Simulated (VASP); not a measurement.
Calculation: PBE GGA + U (Dudarev), VASP's PBE PAW potentials (set 64) (plane waves; VASP).

VASP input:

File POSCAR:
```
ZnF2
1
    4.7000000000     0.0000000000     0.0000000000
    0.0000000000     4.7000000000     0.0000000000
    0.0000000000     0.0000000000     3.1300000000
Zn F
2 4
Direct
  0.0000000000   0.0000000000   0.0000000000
  0.5000000000   0.5000000000   0.5000000000
  0.3030000000   0.3030000000   0.0000000000
  0.8030000000   0.1970000000   0.5000000000
  0.1970000000   0.8030000000   0.5000000000
  0.6970000000   0.6970000000   0.0000000000
```

**KPOINTS**
```
Automatic mesh
0
Gamma
5 5 7
0 0 0
```

### INCAR
```
ALGO  =  Normal
EDIFF  =  1E-6
ENCUT  =  400
GGA  =  PE
ISIF  =  2
ISMEAR  =  -1
LASPH  =  .True.
LCHARG  =  .False.
LDAU  =  .True.
LDAUJ  =  0 0
LDAUL  =  2 -1
LDAUTYPE  =  2
LDAUU  =  7.0 0
LMAXMIX  =  4
LREAL  =  .False.
LWAVE  =  .False.
NELM  =  100
PREC  =  Accurate
SIGMA  =  0.01
SYSTEM  =  ZnF2
```

POTCAR, in this order: Zn F (PBE.64 set). Program: vasp_std.

At this cut-off the stress carries a Pulay error, which pulls relaxed volumes low.

Q: Estimate the energy per atom (σ→0), pressure.

A: 
```yaml
energy per atom (σ→0): -3.909 eV/atom
pressure: -13.60 GPa
```

File OSZICAR:
```
...
DAV:   8    -0.234941551041E+02   -0.25399E-01   -0.56293E-01  1684   0.577E+00    0.145E+00
DAV:   9    -0.234543129295E+02    0.39842E-01   -0.17694E-01  2240   0.635E+00    0.984E-02
DAV:  10    -0.234561731717E+02   -0.18602E-02   -0.15580E-02  1553   0.143E+00    0.941E-02
DAV:  11    -0.234563433408E+02   -0.17017E-03   -0.13981E-03  1842   0.677E-01    0.706E-02
DAV:  12    -0.234563233243E+02    0.20016E-04   -0.38614E-04  2098   0.269E-01    0.273E-02
DAV:  13    -0.234563243969E+02   -0.10726E-05   -0.53091E-05  1710   0.101E-01    0.102E-02
DAV:  14    -0.234563246599E+02   -0.26302E-06   -0.73388E-06  1740   0.302E-02
   1 F= -.23456325E+02 E0= -.23456325E+02  d E =-.190441E-14
```

The structure is a typed ZnF2 crystal (P4_2/mnm). The cell was not relaxed at this level. The run is one of a series of settings (LDAU = .TRUE., LDAUJ = 0 0, LDAUL = 2 -1, LDAUTYPE = 2, LDAUU = 7.0 0 against the base run), some of them coarse on purpose.
